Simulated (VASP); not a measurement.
```xyz
2
Lattice="0.0000 2.6908 2.6908 2.6908 0.0000 2.6908 2.6908 2.6908 0.0000" Properties=species:S:1:pos:R:3 pbc="T T T"
Zn     0.0000     0.0000     0.0000
S      1.3454     1.3454     1.3454
```

Calculation: PBE GGA with D4 dispersion, VASP's PBE PAW potentials (set 64) (plane waves; VASP). Numerical set-up: 520 eV cut-off, Gaussian smearing of 0.050 eV, potentials Zn S.

Task: Estimate the band gap (along the path) with the smallest direct gap where there is one.

Result: 
```yaml
band gap (along the path): 2.17 eV
smallest direct gap (along the path): 2.17 eV
```

The compound is ZnS in the zinc blende structure. It was relaxed first.
